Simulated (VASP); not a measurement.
Method: PBEsol GGA, VASP's PBE PAW potentials (set 64) (plane waves; VASP).

Input for VASP

**POSCAR**
```
BP
1.0
  0.0000000000   2.2609820989   2.2609820989
  2.2609820989   0.0000000000   2.2609820989
  2.2609820989   2.2609820989   0.0000000000
B P
1 1
Cart
  0.0000000000   0.0000000000   0.0000000000
  1.1304910495   1.1304910495   1.1304910495
```

KPOINTS:
```
kpoints
0
Gamma
 10 10 10
```

### INCAR
```
SYSTEM = BP
PREC = Accurate
ENCUT = 620
EDIFF = 1E-6
NELM = 100
ALGO = Normal
LREAL = .FALSE.
LASPH = .TRUE.
ISMEAR = 0
SIGMA = 0.05
GGA = PS
LWAVE = .FALSE.
LCHARG = .FALSE.
IBRION = 2
ISIF = 3
NSW = 40
EDIFFG = -0.02
```

POTCAR, in this order: B P (PBE.64 set). Program: vasp_std.

The run wrote:

File OUTCAR:
```
 ion  position               nearest neighbor table
   1  0.000  0.000  0.000-   2 1.96   2 1.96   2 1.96   2 1.96
   2  0.250  0.250  0.250-   1 1.96   1 1.96   1 1.96   1 1.96
  LATTYP: Found a face centered cubic cell.
 ALAT       =     4.5219641978
 Subroutine PRICEL returns:
 Original cell was already a primitive cell.
 Subroutine GETGRP returns: Found 24 space group operations
The static configuration has the point symmetry T_d .
The dynamic configuration has the point symmetry T_d .
 Subroutine INISYM returns: Found 24 space group operations
 Subroutine IBZKPT returns following result:
 Found     47 irreducible k-points:

 Following reciprocal coordinates:
            Coordinates               Weight
  0.000000  0.000000  0.000000      1.000000
  0.100000  0.000000  0.000000      8.000000
  0.200000  0.000000  0.000000      8.000000
  0.300000  0.000000  0.000000      8.000000
  0.400000  0.000000  0.000000      8.000000
  0.500000  0.000000  0.000000      4.000000
  0.100000  0.100000  0.000000      6.000000
  0.200000  0.100000  0.000000     24.000000
  0.300000  0.100000  0.000000     24.000000
  0.400000  0.100000  0.000000     24.000000
  0.500000  0.100000  0.000000     24.000000
 -0.400000  0.100000  0.000000     24.000000
 -0.300000  0.100000  0.000000     24.000000
 -0.200000  0.100000  0.000000     24.000000
 -0.100000  0.100000  0.000000     12.000000
  0.200000  0.200000  0.000000      6.000000
  0.300000  0.200000  0.000000     24.000000
  0.400000  0.200000  0.000000     24.000000
  0.500000  0.200000  0.000000     24.000000
 -0.400000  0.200000  0.000000     24.000000
 -0.300000  0.200000  0.000000     24.000000
 -0.200000  0.200000  0.000000     12.000000
  0.300000  0.300000  0.000000      6.000000
  0.400000  0.300000  0.000000     24.000000
...
```

**OSZICAR**
```
       N       E                     dE             d eps       ncg     rms          rms(c)
DAV:   1     0.124756643743E+02    0.12476E+02   -0.44950E+03   752   0.103E+03
DAV:   2    -0.141282732376E+02   -0.26604E+02   -0.24996E+02  1240   0.119E+02
DAV:   3    -0.144060795101E+02   -0.27781E+00   -0.27781E+00   880   0.161E+01
DAV:   4    -0.144067255835E+02   -0.64607E-03   -0.64607E-03  1168   0.795E-01
DAV:   5    -0.144067261312E+02   -0.54768E-06   -0.54768E-06   888   0.167E-02    0.712E+00
DAV:   6    -0.137874393453E+02    0.61929E+00   -0.15671E+00   824   0.677E+00    0.385E+00
DAV:   7    -0.136850402838E+02    0.10240E+00   -0.27932E-01  1152   0.318E+00    0.121E+00
DAV:   8    -0.136753369964E+02    0.97033E-02   -0.27667E-02   824   0.113E+00    0.190E-01
DAV:   9    -0.136754512008E+02   -0.11420E-03   -0.47335E-04  1048   0.203E-01    0.103E-01
DAV:  10    -0.136755076959E+02   -0.56495E-04   -0.12294E-04   832   0.827E-02    0.208E-02
DAV:  11    -0.136755117408E+02   -0.40449E-05   -0.40089E-06  1096   0.185E-02    0.249E-02
DAV:  12    -0.136755120467E+02   -0.30588E-06   -0.13964E-06   424   0.729E-03
   1 F= -.13675512E+02 E0= -.13675512E+02  d E =-.136755E+02
```

**OUTCAR**
```
------------------------ aborting loop because EDIFF is reached ----------------------------------------
  FORCE on cell =-STRESS in cart. coord.  units (eV):
  Direction    XX          YY          ZZ          XY          YZ          ZX
  --------------------------------------------------------------------------------------
  Total       -0.0129227     -0.0129227     -0.0129227     -0.0000000      0.0000000     -0.0000000
  in kB       -0.8956612     -0.8956612     -0.8956612     -0.0000000      0.0000000     -0.0000000
  external PRESSURE =      -0.8956612 kB  Pullay stress =       0.0000000 kB
  volume of cell :       23.12
      direct lattice vectors                 reciprocal lattice vectors
     0.000000000  2.260982099  2.260982099    -0.221142839  0.221142839  0.221142839
     2.260982099  0.000000000  2.260982099     0.221142839 -0.221142839  0.221142839
     2.260982099  2.260982099  0.000000000     0.221142839  0.221142839 -0.221142839
  FREE ENERGIE OF THE ION-ELECTRON SYSTEM (eV)
  ---------------------------------------------------
  free  energy   TOTEN  =       -13.6755120467 eV

  energy  without entropy=      -13.6755120467  energy(sigma->0) =      -13.67551205

 reached required accuracy - stopping structural energy minimisation
```
(Selected blocks of OUTCAR.)

The structure was generated: BP was put into the zinc blende type (F-43m), which need not be its known phase. It was relaxed first, which changed the volume by +8 %.
